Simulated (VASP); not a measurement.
Output of a VASP run:

**OSZICAR**
```
...
DAV:   6    -0.220515804422E+02    0.10083E-03   -0.54680E-04  4803   0.206E-01    0.193E-02
DAV:   7    -0.220515750891E+02    0.53531E-05   -0.37354E-05  4723   0.765E-02    0.213E-02
DAV:   8    -0.220515733394E+02    0.17497E-05   -0.39451E-06  4578   0.281E-02    0.368E-03
DAV:   9    -0.220515731973E+02    0.14211E-06   -0.13414E-07  2219   0.469E-03
   2 F= -.19714689E+02 E0= -.19714642E+02  d E =0.149429E+00
       N       E                     dE             d eps       ncg     rms          rms(c)
DAV:   1    -0.231444033176E+02   -0.10928E+01   -0.18837E+01  4448   0.675E+01    0.133E+01
DAV:   2    -0.225042780776E+02    0.64013E+00   -0.17711E+00  4493   0.165E+01    0.285E+00
DAV:   3    -0.224095422657E+02    0.94736E-01   -0.19007E-01  4638   0.380E+00    0.903E-01
DAV:   4    -0.223936662092E+02    0.15876E-01   -0.49561E-02  4793   0.257E+00    0.922E-01
DAV:   5    -0.223942782217E+02   -0.61201E-03   -0.34556E-03  4881   0.694E-01    0.104E-01
DAV:   6    -0.223939872537E+02    0.29097E-03   -0.81440E-04  4848   0.218E-01    0.163E-02
DAV:   7    -0.223939888375E+02   -0.15838E-05   -0.39455E-05  4828   0.584E-02    0.145E-02
DAV:   8    -0.223939890016E+02   -0.16412E-06   -0.72545E-07  2759   0.911E-03
   3 F= -.19878811E+02 E0= -.19878782E+02  d E =-.146920E-01
       N       E                     dE             d eps       ncg     rms          rms(c)
DAV:   1    -0.223925805757E+02    0.14083E-02   -0.11728E-03  4433   0.512E-01    0.105E-01
DAV:   2    -0.223925400921E+02    0.40484E-04   -0.97253E-05  4483   0.129E-01    0.211E-02
DAV:   3    -0.223925344963E+02    0.55958E-05   -0.11000E-05  4673   0.310E-02    0.666E-03
DAV:   4    -0.223925339546E+02    0.54166E-06   -0.26238E-06  3759   0.191E-02
   4 F= -.19878825E+02 E0= -.19878796E+02  d E =-.147059E-01
       N       E                     dE             d eps       ncg     rms          rms(c)
DAV:   1    -0.223914294551E+02    0.11050E-02   -0.68018E-04  4428   0.391E-01    0.823E-02
DAV:   2    -0.223914054386E+02    0.24016E-04   -0.55688E-05  4458   0.977E-02    0.170E-02
DAV:   3    -0.223914021035E+02    0.33351E-05   -0.67838E-06  4563   0.245E-02    0.503E-03
DAV:   4    -0.223914018640E+02    0.23950E-06   -0.14609E-06  2359   0.146E-02
   5 F= -.19878822E+02 E0= -.19878793E+02  d E =-.147032E-01
       N       E                     dE             d eps       ncg     rms          rms(c)
DAV:   1    -0.223918898421E+02   -0.48774E-03   -0.49595E-02  4393   0.270E+00    0.187E-01
DAV:   2    -0.223908549643E+02    0.10349E-02   -0.20426E-03  4638   0.453E-01    0.101E-01
DAV:   3    -0.223904826336E+02    0.37233E-03   -0.87683E-04  4708   0.279E-01    0.407E-02
DAV:   4    -0.223904829026E+02   -0.26904E-06   -0.24755E-05  4668   0.524E-02    0.226E-02
DAV:   5    -0.223904827177E+02    0.18490E-06   -0.22308E-06  4152   0.162E-02
   6 F= -.19878815E+02 E0= -.19878791E+02  d E =0.755035E-05
       N       E                     dE             d eps       ncg     rms          rms(c)
DAV:   1    -0.223914524322E+02   -0.96953E-03   -0.13233E-02  4393   0.139E+00    0.967E-02
DAV:   2    -0.223911772631E+02    0.27517E-03   -0.54508E-04  4633   0.235E-01    0.521E-02
DAV:   3    -0.223910788057E+02    0.98457E-04   -0.23050E-04  4708   0.143E-01    0.211E-02
DAV:   4    -0.223910785530E+02    0.25267E-06   -0.65925E-06  4655   0.271E-02
   7 F= -.19878938E+02 E0= -.19878911E+02  d E =-.115763E-03
```

OUTCAR:
```
------------------------ aborting loop because EDIFF is reached ----------------------------------------
  FORCE on cell =-STRESS in cart. coord.  units (eV):
  Direction    XX          YY          ZZ          XY          YZ          ZX
  --------------------------------------------------------------------------------------
  Total        2.5284396      2.5284397      2.5345822      0.0000000      0.0000000      0.0000000
  in kB      201.2976071    201.2976205    201.7866400      0.0000000      0.0000000      0.0000000
  external PRESSURE =       1.4606225 kB  Pullay stress =     200.0000000 kB
  volume of cell :       20.12
      direct lattice vectors                 reciprocal lattice vectors
     1.437028578 -2.489006592 -0.000000000     0.347940192 -0.200883357 -0.000000000
     1.437028578  2.489006592  0.000000000     0.347940192  0.200883357  0.000000000
    -0.000000000 -0.000000000  2.813216146    -0.000000000 -0.000000000  0.355465044
 POSITION                                       TOTAL-FORCE (eV/Angst)
 -----------------------------------------------------------------------------------
      0.00000     -0.00000      0.00000        -0.000000      0.000000     -0.000000
      1.43703      0.82967      1.40661         0.000000     -0.000000      0.000000
 -----------------------------------------------------------------------------------
    total drift:                                0.000000     -0.000379      0.000000
  FREE ENERGIE OF THE ION-ELECTRON SYSTEM (eV)
  ---------------------------------------------------
  free  energy   TOTEN  =       -22.3910785530 eV

  energy  without entropy=      -22.3909985912  energy(sigma->0) =      -22.39105190
  enthalpy is  TOTEN    =       -19.8789378401 eV   P V=        2.5121407129

 reached required accuracy - stopping structural energy minimisation
```
(Selected blocks of OUTCAR.)

**POSCAR**
```
WC
1
    1.4490165715    -2.5097704016     0.0000000000
    1.4490165715     2.5097704016     0.0000000000
    0.0000000000     0.0000000000     2.8312611565
W C
1 1
Direct
  0.0000000000   0.0000000000   0.0000000000
  0.3333330000   0.6666670000   0.5000000000
```

**Question.** Reconstruct the remaining input files.

**Answer.** Several could match; the one computed here: the input of the run itself, PBE GGA, plane waves, VASP's PBE PAW potentials (set 64).

File KPOINTS:
```
K-points
0
Gamma
 14 14 13
0 0 0
```

INCAR:
```
SYSTEM = WC
PREC = Accurate; ENCUT = 620; LREAL = .False.
LASPH = .True.
EDIFF = 1E-6; NELM = 100; ALGO = Normal
LMAXMIX = 6
ISMEAR = 1; SIGMA = 0.1
GGA = PE
IBRION = 2; NSW = 40; ISIF = 3
EDIFFG = -0.02; PSTRESS = 200
LWAVE = .False.; LCHARG = .False.
```

POTCAR, in this order: W_sv C (PBE.64 set). Program: vasp_std.

Energy and stress use the plane-wave basis of the starting cell.

The compound is WC in the wc structure. This run relaxes it under an external pressure of 20 GPa. Symmetry was kept, so distortions that lower it aren't found.
